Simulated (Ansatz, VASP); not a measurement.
# MoPb2: VASP beside Ansatz

Aim: how closely do two programs agree when they are given the same cell, functional and k mesh? The cell is generated by rule, not measured, and may not be a known phase. The cell is taken from a series of runs on this material, whose earlier steps may have relaxed, scaled, displaced or heated it; both programs get it as it stands.

Method: plane waves, with VASP 6.6.1 beside it; relaxation of cell and atoms at PBEsol, in Ansatz 0.2.0.

The structure was built from a prototype and need not be the compound's stable phase.

### Step 1. Starting point

The structure is tetragonal, space group I4/mmm (No. 139). The conventional cell has a = 3.640 Å, b = 3.640 Å, c = 9.744 Å, α = 90.00°, β = 90.00°, γ = 90.00°. Nearest to Pb lie 4 Mo at 2.98 Å and 5 Pb at 3.01 to 3.18 Å. Nearest to Mo lie 8 Pb at 2.98 Å. Farther neighbours are not listed.

### Step 2. Ansatz: relaxation of cell and atoms, PBEsol

Ansatz runs on its default PAW (the set named soft_2) files.

The relaxed volume is the usual yardstick between codes: in a stiff, nearly cubic crystal its relative difference is about their pressure difference at one cell divided by the bulk modulus.

Input file input.yaml:

```yaml
crystal:
  lattice:
    - [-1.8199925626, 1.8199925626, 4.8722092814]
    - [1.8199925626, -1.8199925626, 4.8722092814]
    - [1.8199925626, 1.8199925626, -4.8722092814]
  atoms:
    - { symbol: Pb, position: [0.6542821917, 0.6542821917, 0.0] }
    - { symbol: Pb, position: [0.3457178083, 0.3457178083, 0.0] }
    - { symbol: Mo, position: [0.0, 0.0, 0.0] }
kpoints:
  mp_grid: { grid: [16, 16, 16] }
hamiltonian:
  xc: pbesol
scf:
  occupations: { method: gaussian, width: 0.1 }
output:
  forces: true
  stress: true
  eigenvalues: true
relax:
  adjacent_minimum: "off"
  f_tol: 0.005
  max_steps: 80
  cell: { stress_tol: 0.05 }
```

Run with:

```console
> ansatz run input.yaml --threads 8 --pin off --max-ram 14336MiB --backend cpu --events-out ev --progress --plain --runs-dir out
```

Numbers of over 12 decimals in the logs are rounded to 6 here.

The log of the run:

```text
basis.fft_grid_basis auto: the FFT boxes are laid along the combinations [[1, 0, 1], [0, 1, 1], [0, 0, 1]] of the cell's own vectors, 3.640, 3.640 and 5.510 Å long. The dense box has 25×25×40 points. Along the cell's own vectors, as sized, it would have 40×40×40, 2.56 times as many. Of the 16 symmetry operations that the crystal satisfies within crystal.symmetry.tolerance (time reversal apart; of a slab, those that k [...]
Engine: ansatz 0.2.0, x86_64-unknown-linux-gnu
Pseudopotentials: kind: paw
Pseudopotential: Pb, paw, valence charge 14, recommended cutoff 420 eV (normal), Pb.paw.azcp
Pseudopotential: Mo, paw, valence charge 14, recommended cutoff 420 eV (normal), Mo.paw.azcp
Functional definition: PBEsol
  exchange = pbesol_x
  correlation = pbesol_c
Crystal: 3 atoms, lattice volume = 64.554 Å³
Basis set: ecut = 420 eV, 1269 PW (Γ), FFT grids on a1+a3, a2+a3, a3, exchange–correlation on 50×50×80 points (8 copies of the dense FFT grid, shifted against one another)
Bands: 26, of which v1, the nominal top of the filled ones, is band 21 counted from 1 (20 counted from 0)
Symmetry: 16 space group operations
Space group: I4/mmm (ITA 139), of the structure as read, at distance tolerance 4.0e-5 Å
k-points: 349 of 4096
Non-local potential: Pb, projectors of the file, l = 0: 2, l = 1: 2, l = 2: 2, l = 3: 2
Non-local potential: Mo, projectors of the file, l = 0: 3, l = 1: 2, l = 2: 2, l = 3: 1
PAW form: soft (Blöchl's): semilocal exchange-correlation on the pseudo side does not see the compensation charge
PAW frozen core: Pb, regenerated for the run's functional, and the local potential with it (the file was generated under x = pbe(κ = 0.804, μ = 0.219515), c = pbe(β = 0.066725))
PAW frozen core: Mo, regenerated for the run's functional, and the local potential with it (the file was generated under x = pbe(κ = 0.804, μ = 0.219515), c = pbe(β = 0.066725))
PAW one-centre angular grid: Pb, 590 points (default); XC on 64 Gauss nodes
PAW one-centre angular grid: Mo, 590 points (default); XC on 64 Gauss nodes
Initial density: superposition of atomic densities (neutral atoms: chi_scale 0, normalization atom), corrected by the library's trained network
Initial wavefunctions: pseudopotential atomic-orbital guess
Functional: x = pbesol(κ = 0.804, μ = 0.123457), c = pbesol(β = 0.046)
SCF iter   1: F=—  HF=-28405.554195 eV  |F-HF|=—  |Δ(HF+E_count)|=         —  Δρ=9.39e-3  dr2=9.67e-2  ethr=1.77e-3  ⟨swp⟩=6.5  Hψ=41228  notcnv=0
preconditioner: auto → Kerker (q_TF=auto, 2.540 Å⁻¹)  [metal: Δε(μ)=0.007 eV  Ē_g=14.121 eV  σ=0.100 eV  W_gap=0.04  n_scr=14 (ndim 8)  ℏωp=26.9 eV  f_vac=0.000  D(μ)=1.97/eV (n_scr^D=10)]
SCF iter   2: F=—  HF=-28405.542539 eV  |F-HF|=—  |Δ(HF+E_count)|=   1.17e-2  Δρ=4.83e-3  dr2=2.73e-2  ethr=2.30e-4  ⟨swp⟩=1.3  Hψ=12018  notcnv=0  defer=5
SCF iter   3: F=—  HF=-28405.538282 eV  |F-HF|=—  |Δ(HF+E_count)|=   4.26e-3  Δρ=5.60e-4  dr2=1.71e-4  ethr=6.49e-5  ⟨swp⟩=2.0  Hψ=10069  notcnv=0  defer=5
SCF iter   4: F=—  HF=-28405.538277 eV  |F-HF|=—  |Δ(HF+E_count)|=   4.76e-6  Δρ=1.11e-4  dr2=1.95e-5  ethr=4.08e-7  ⟨swp⟩=2.2  Hψ=15511  notcnv=0  defer=5
SCF iter   5: F=—  HF=-28405.538269 eV  |F-HF|=—  |Δ(HF+E_count)|=   8.42e-6  Δρ=3.51e-5  dr2=5.14e-7  ethr=4.65e-8  ⟨swp⟩=2.2  Hψ=11315  notcnv=0  defer=7
SCF iter   6: F=-28405.538268 eV  HF=-28405.538268 eV  |F-HF|=2.08e-8  |Δ(HF+E_count)|=   8.40e-8  Δρ=6.84e-6  dr2=4.27e-8  ethr=2.38e-10  ⟨swp⟩=9.2  Hψ=47819  notcnv=0
SCF 1 converged in 6 iterations: F = -28405.538268 eV  dr2 = 4.27e-8
  greatest PAW one-centre occupation: 0.999 electrons in one spin orbital (limit 2), on the Mo atom at site 2 (counted from 0), in its partial waves of l = 0
relax step   1: F+E_penalty+E_count = -28405.53826844 eV  Δ(F+E_penalty+E_count) = +0.000e0 eV  max|allowed force component| = 1.066e-2 eV/Å  Δτ_max = 0.0000 Å  P = -0.035 GPa  Ω = 64.554 Å³  (6 SCF iters, dr2 threshold 1.00e-7 eV, accepted)
[...]
relax step   2: F+E_penalty+E_count = -28405.53827006 eV  Δ(F+E_penalty+E_count) = -1.621e-6 eV  max|allowed force component| = 1.964e-2 eV/Å  Δτ_max = 0.0021 Å  P = +0.063 GPa  Ω = 64.520 Å³  energy of the carried Pulay correction = +4.643e-6 eV  (6 SCF iters, dr2 threshold 7.10e-9 eV, rejected (line search))
[...]
relax step   3: F+E_penalty+E_count = -28405.53828753 eV  Δ(F+E_penalty+E_count) = -1.910e-5 eV  max|allowed force component| = 1.981e-3 eV/Å  Δτ_max = 0.0007 Å  P = -0.002 GPa  Ω = 64.543 Å³  energy of the carried Pulay correction = +1.465e-6 eV  (6 SCF iters, accepted)
[...]
relax step   4: F+E_penalty+E_count = -28405.53828619 eV  Δ(F+E_penalty+E_count) = +1.340e-6 eV  max|allowed force component| = 1.980e-3 eV/Å  Δτ_max = 0.0000 Å  P = -0.002 GPa  Ω = 64.543 Å³  stress off target by 3.27e-2 GPa  SCF on the basis re-selected at this cell (its energy is not comparable with the rows above)  (7 SCF iters)
basis re-selected at this cell: Δ(F+E_penalty+E_count) = +1.340e-6 eV, ΔP = +0.000 GPa vs the last step (what re-selecting the basis moved, of the pressure what is left beyond the Pulay correction that the steps carried, after the strain that the cell walked since its last selection, with what the two solves' SCF thresholds leave and, on support functions, any second-order correction that the steps lacked; it is no m [...]
SCF converged after 7 iterations
Free energy (F): -28405.538286 eV
Harris-Foulkes:  -28405.538286 eV  (|F-HF|=0.00e0)
Internal energy: -28405.528472 eV  (E = F + TS)
E sigma→0 (E₀):  -28405.533379 eV
Entropy (-TS):   -0.009814 eV (-3.271 meV/atom)
Fermi energy:    15.590654 eV
--- Per-component energies (eV) ---
  E_band       = -66.043109
  E_kinetic    = 1026.680063
  E_local      = -2617.112410  (includes V_loc(G=0)·N_el)
  E_nonlocal   = 852.043763
  E_hartree    = 997.554825
  E_xc         = -619.421605
  E_vxc        = -493.246312  (∫ρ·V_xc dr)
  E_paw        = -23663.647967  (= ΣΔE_a)
  E_vpaw       = -829.518008  (= ΣTr[D̂ρ^β])
  E_aug_tail   = 0.000145  (compensation charges beyond the density's cutoff)
  E_ewald      = -4381.958818
  E_core_change = 0.333533  (= ΣΔE_core)
  E_smearing   = -0.009814  (= −TS)
  E_closure    = 0.000000  (closes the sum)
  Σ components = -28405.538286   (vs F -28405.538286, Δ=0.00e0)
--- Forces (eV/Å), atoms counted from 1 ---
  atom   1  Pb    -0.00000000     0.00000000    -0.00198040
  atom   2  Pb    -0.00000000     0.00000000     0.00198040
  atom   3  Mo     0.00000000     0.00000000     0.00000000
  max |Σ_I F_I| component: 2.78e-17 eV/Å
--- Stress (GPa, compression-positive) ---
       -0.019941      -0.000000       0.000000
       -0.000000      -0.019941       0.000000
        0.000000      -0.000000       0.032744
  P = ⅓ Tr σ = -0.0024 GPa (-0.024 kbar)
--- Band table (eV; the first three rows and the last of 349) ---
  k-point 0: bands = [... 17 lower, 13.8094, 14.2387, 14.2387, 15.8843, 17.2979, 18.8668, 19.4312, 19.4312, ... 1 higher]
  k-point 1: bands = [... 17 lower, 13.8212, 14.1091, 14.4052, 15.7009, 17.2872, 18.0044, 18.8648, 19.3591, ... 1 higher]
  k-point 2: bands = [... 17 lower, 13.7454, 13.8606, 14.8320, 15.1396, 16.9055, 17.2633, 18.2309, 19.0722, ... 1 higher]
  k-point 348: bands = [... 17 lower, 14.9099, 15.1312, 15.1312, 15.8806, 16.1744, 16.1744, 17.0334, 18.7050, ... 1 higher]
--- Relaxed structure (3 steps of the walk, 2 accepted, 1 SCFs on fresh bases) ---
  F+E_penalty+E_count = -28405.53828619 eV   max|allowed force component| = 1.980e-3 eV/Å   (the final SCF, on the basis selected at the relaxed cell)
  cell:  # Å, volume = 64.5434 Å³
    - [-1.819598, 1.819598, 4.873499]
    - [1.819598, -1.819598, 4.873499]
    - [1.819598, 1.819598, -4.873499]
  atoms:
    - { symbol: Pb, position: [0.654206, 0.654206, 0] }
    - { symbol: Pb, position: [0.345794, 0.345794, 0] }
    - { symbol: Mo, position: [0, 0, 0] }
```

### Step 3. VASP: relaxation of cell and atoms, PBEsol

The same cell, functional, mesh and smearing now go to VASP, with its own data sets.

Lines of VASP's logs that name or quote its potential files are left out, and so is its time.

Input file INCAR:

```
SYSTEM = MoPb2
PREC = Accurate
ENCUT = 500
EDIFF = 1E-07
NELM = 120
ISMEAR = 0
SIGMA = 0.1
LREAL = .FALSE.
ALGO = Normal
GGA = PS
NBANDS = 27
LASPH = .TRUE.
LORBIT = 11
LWAVE = .FALSE.
LCHARG = .FALSE.
ISIF = 3
IBRION = 2
NSW = 80
EDIFFG = -0.005
GGA_COMPAT = .FALSE.
NELMIN = 4
KPAR = 2
```

Input file POSCAR:

```
MoPb2
1.0
   -1.8199930000      1.8199930000      4.8722090000
    1.8199930000     -1.8199930000      4.8722090000
    1.8199930000      1.8199930000     -4.8722090000
Pb Mo
2 1
Direct
    0.6542822773      0.6542822773      0.0000000000
    0.3457178253      0.3457178253      0.0000000000
    0.0000000000      0.0000000000      0.0000000000
```

Input file KPOINTS:

```
Automatic mesh
0
Gamma
16 16 16
0 0 0
```

PAW data sets: Pb_d and Mo_sv (PBE family, release 64).

Run with:

```console
> mpirun -np 2 vasp_std
```

The log of the run:

```text
[banner, memory and clock lines left out]
running    2 mpi-ranks, on    1 nodes
 distrk:  each k-point on    1 cores,    2 groups
 distr:  one band on    1 cores,    1 groups

 POSCAR found type information on POSCAR PbMo
 POSCAR found :  2 types and       3 ions
|                                                                             |
|               ----> ADVICE to this user running VASP <----                  |
|                                                                             |
|     You enforced a specific xc type in the INCAR file but a different       |
|     [... a line on the potential file left out ...]
|     I HOPE YOU KNOW WHAT YOU ARE DOING!                                     |
|                                                                             |

 LDA part: xc-table for (Slater+PW92), standard interpolation
 POSCAR, INCAR and KPOINTS ok, starting setup
 FFT: planning ... GRIDC
 FFT: planning ... GRID_SOFT
 FFT: planning ... GRID
 WAVECAR not read
 entering main loop
       N       E                     dE             d eps       ncg     rms          rms(c)
DAV:   1     0.507310358883E+03    0.50731E+03   -0.20900E+04 18849   0.192E+03
DAV:   2     0.217477973926E+02   -0.48556E+03   -0.47655E+03 19119   0.515E+02
DAV:   3    -0.173139784825E+02   -0.39062E+02   -0.38103E+02 24184   0.174E+02
DAV:   4    -0.186169706548E+02   -0.13030E+01   -0.12937E+01 23510   0.319E+01
DAV:   5    -0.186567438739E+02   -0.39773E-01   -0.39761E-01 25843   0.580E+00    0.897E+00
DAV:   6    -0.182101672256E+02    0.44658E+00   -0.55530E+00 20367   0.110E+01    0.265E+00
DAV:   7    -0.179963766873E+02    0.21379E+00   -0.16496E+00 22677   0.687E+00    0.198E+00
DAV:   8    -0.179559418445E+02    0.40435E-01   -0.15550E-01 20845   0.298E+00    0.402E-01
DAV:   9    -0.179538388266E+02    0.21030E-02   -0.66909E-03 27730   0.711E-01    0.140E-01
DAV:  10    -0.179535933274E+02    0.24550E-03   -0.10305E-03 22388   0.246E-01    0.373E-02
DAV:  11    -0.179535964852E+02   -0.31578E-05   -0.57019E-05 21976   0.496E-02    0.183E-02
DAV:  12    -0.179535952984E+02    0.11867E-05   -0.13785E-05 26183   0.267E-02    0.350E-03
DAV:  13    -0.179535950295E+02    0.26895E-06   -0.84310E-07 19406   0.686E-03    0.167E-03
DAV:  14    -0.179535950305E+02   -0.98498E-09   -0.91502E-08 11442   0.234E-03
   1 F= -.17953595E+02 E0= -.17948677E+02  d E =-.179536E+02
[...]
2 F= -.17953606E+02 E0= -.17948684E+02  d E =-.104804E-04
[...]
3 F= -.17953610E+02 E0= -.17948684E+02  d E =-.151138E-04
 curvature:  -1.21 expect dE=-0.156E-04 dE for cont linesearch -0.883E-07
 trial: gam= 1.01335 g(F)=  0.275E-06 g(S)=  0.126E-04 ort =-0.100E-05 (trialstep = 0.706E+00)
 search vector abs. value=  0.250E-04
 bond charge predicted
       N       E                     dE             d eps       ncg     rms          rms(c)
DAV:   1    -0.179536928808E+02   -0.82698E-04   -0.41110E-03 27883   0.596E-01    0.545E-02
DAV:   2    -0.179536312017E+02    0.61679E-04   -0.21415E-04 20538   0.145E-01    0.215E-02
DAV:   3    -0.179536186272E+02    0.12574E-04   -0.66375E-05 28127   0.660E-02    0.129E-02
DAV:   4    -0.179536142088E+02    0.44185E-05   -0.18184E-05 22623   0.349E-02    0.382E-03
DAV:   5    -0.179536145570E+02   -0.34817E-06   -0.17354E-06 26149   0.110E-02    0.806E-04
DAV:   6    -0.179536146454E+02   -0.88450E-07   -0.75707E-08 11085   0.271E-03
   4 F= -.17953615E+02 E0= -.17948688E+02  d E =-.450113E-05
 trial-energy change:   -0.000005  1 .order   -0.000005   -0.000008   -0.000001
 step:   0.8320(harm=  0.8320)  dis= 0.00033  next Energy=   -17.953615 (dE=-0.495E-05)
 reached required accuracy - stopping structural energy minimisation
```

Parts of OUTCAR (step 3):

```text
ion  position               nearest neighbor table
   1  0.654  0.654  0.000-   3 2.98   3 2.98   3 2.98   3 2.98   2 3.01   2 3.18   2 3.18   2 3.18
                             2 3.18   3 3.37
   2  0.346  0.346  0.000-   3 2.98   3 2.98   3 2.98   3 2.98   1 3.01   1 3.18   1 3.18   1 3.18
                             1 3.18   3 3.37
   3  0.000  0.000  0.000-   2 2.98   2 2.98   2 2.98   2 2.98   1 2.98   1 2.98   1 2.98   1 2.98
                             1 3.37   2 3.37

  LATTYP: Found a body centered tetragonal cell.
 ALAT       =     3.6399860000
 C/A-ratio  =     2.6770482084

 Subroutine GETGRP returns: Found 16 space group operations
 (whereof 16 operations were pure point group operations)

The static configuration has the point symmetry D_4h.

 Found    349 irreducible k-points:

   k-points           NKPTS =    349   k-points in BZ     NKDIM =    349   number of bands    NBANDS=     27

   dimension x,y,z NGX =    40 NGY =   40 NGZ =   40
   dimension x,y,z NGXF=    80 NGYF=   80 NGZF=   80

   ENCUT  =  500.0 eV  36.75 Ry    6.06 a.u.  10.05 10.05 10.05*2*pi/ulx,y,z

   NELECT =      42.0000    total number of electrons

 k-points in reciprocal lattice and weights: Automatic mesh
   0.00000000  0.00000000  0.00000000       0.000
   0.06250000 -0.00000000  0.00000000       0.002
   0.12500000 -0.00000000  0.00000000       0.002
   0.18750000 -0.00000000  0.00000000       0.002
   0.25000000 -0.00000000  0.00000000       0.002
   0.31250000 -0.00000000  0.00000000       0.002
   0.37500000 -0.00000000  0.00000000       0.002
   0.43750000 -0.00000000  0.00000000       0.002
   0.50000000 -0.00000000  0.00000000       0.001
[...]
-0.43750000 -0.43750000  0.43750000       0.000
   0.50000000  0.50000000  0.50000000       0.000

 average (electrostatic) potential at core
       1 -86.8583       2 -86.8583       3 -71.2036

 E-fermi :  10.0751

 k-point     1 :       0.0000    0.0000    0.0000
  band No.  band energies     occupation
    ...
     16       4.0010      2.00000
     17       5.3847      2.00000
     18       8.2957      2.00000
     19       8.7267      2.00000
     20       8.7267      2.00000
     21      10.3717      0.00003
     22      11.7778      0.00000
     23      13.3543      0.00000
     24      13.9162      0.00000
     25      13.9162      0.00000
    ...

 k-point     2 :       0.0625   -0.0000    0.0000
  band No.  band energies     occupation
    ...
     16       3.8854      2.00000
     17       5.5325      2.00000
     18       8.2989      2.00000
     19       8.7086      2.00000
     20       8.7737      2.00000
     21      10.2865      0.00280
     22      11.7236      0.00000
     23      12.7993      0.00000
     24      13.4623      0.00000
     25      13.9040      0.00000
    ...

 k-point     3 :       0.1250   -0.0000    0.0000
  band No.  band energies     occupation
    ...
     17       5.8616      2.00000
     18       8.2712      2.00000
     19       8.6582      2.00000
     20       8.9077      2.00000
     21      10.0666      1.09588
     22      11.4242      0.00000
     23      12.0676      0.00000
     24      12.7927      0.00000
     25      13.8962      0.00000
     26      15.0150      0.00000
    ...

  Total       -0.0042225     -0.0042225      0.0058215      0.0000000     -0.0000000     -0.0000000
  in kB       -0.1047618     -0.1047618      0.1444337      0.0000000     -0.0000000     -0.0000000
  external PRESSURE =      -0.0216966 kB  Pullay stress =       0.0000000 kB

  energy-cutoff  :      500.00
  volume of cell :       64.58
      direct lattice vectors                 reciprocal lattice vectors
    -1.819550716  1.819550716  4.876302007     0.000000000  0.274793110  0.102536717
     1.819550716 -1.819550716  4.876302007     0.274793110  0.000000000  0.102536717
     1.819550716  1.819550716 -4.876302007     0.274793110  0.274793110  0.000000000

 POSITION                                       TOTAL-FORCE (eV/Angst)
 -----------------------------------------------------------------------------------
      0.00000      0.00000      6.37951        -0.000000     -0.000000      0.003257
      0.00000      0.00000      3.37309         0.000000      0.000000     -0.003257
      1.81955      1.81955     -4.87630         0.000000      0.000000      0.000000
 -----------------------------------------------------------------------------------
    total drift:                                0.000000      0.000000     -0.000583

  FREE ENERGIE OF THE ION-ELECTRON SYSTEM (eV)
  ---------------------------------------------------
  free  energy   TOTEN  =       -17.9536146454 eV

  energy  without entropy=      -17.9437605090  energy(sigma->0) =      -17.94868758

 reached required accuracy - stopping structural energy minimisation

 total charge
# of ion       s       p       d       tot
------------------------------------------
    1        1.280   0.989   9.847  12.116
    2        1.280   0.989   9.847  12.116
    3        2.213   6.077   3.983  12.272
--------------------------------------------------
tot          4.773   8.054  23.676  36.503

[... 3 further parts left out ...]
```

CONTCAR:

```
MoPb2
   1.00000000000000
    -1.8195507161421529    1.8195507161421529    4.8763020073457204
     1.8195507161421529   -1.8195507161421529    4.8763020073457204
     1.8195507161421529    1.8195507161421529   -4.8763020073457204
  Pb              Mo
     2     1
Direct
     0.6541344708054164    0.6541344708054164    0.0000000000000000
     0.3458656317945815    0.3458656317945815    0.0000000000000000
     0.0000000000000000    0.0000000000000000    1.0000000000000000
```

### Step 4. Comparison

Known differences besides the potentials themselves: the cutoff is 420 eV in Ansatz and 500 eV in VASP; Ansatz makes its cores anew for this functional, VASP keeps those of its PBE data sets; Ansatz adds a Pulay correction to the stress that steers its cell, VASP none. Total energies have different zeros and are not compared.

Both answers:

| quantity | Ansatz | VASP | difference |
| --- | --- | --- | --- |
| volume (Å³) | 64.54 | 64.58 | -0.05 % |
| edge a after relaxation, in the typed setting (Å) | 5.511 | 5.514 | -0.04 % |

### Step 5. What came out

| Item | Value |
| --- | --- |
| difference in volume (relaxation of cell and atoms, PBEsol) | -0.052 % |

In words: The difference in volume is -0.052 % (relaxation of cell and atoms, PBEsol), within the 1.2 % picked in this series as the mark of a large difference, as far as the stopping tolerances let one tell. 2 further runs of this series are not shown here. Such differences can come from data sets, numerical settings and the points named under the comparisons, not from the functional's error against experiment.

[Lines on the potential files, build, host, timing and source positions are cut from VASP's logs without a mark.]

[Logs are printed without paths, hosts, clocks, repeated set-up lines and the standing remarks that a program may print on its own settings, such as how far it seeks lower states.]

[Hosts, paths, dates, database ids (printed as entryN), source tags and the programs' standing remarks are cut or masked in the printed files.]
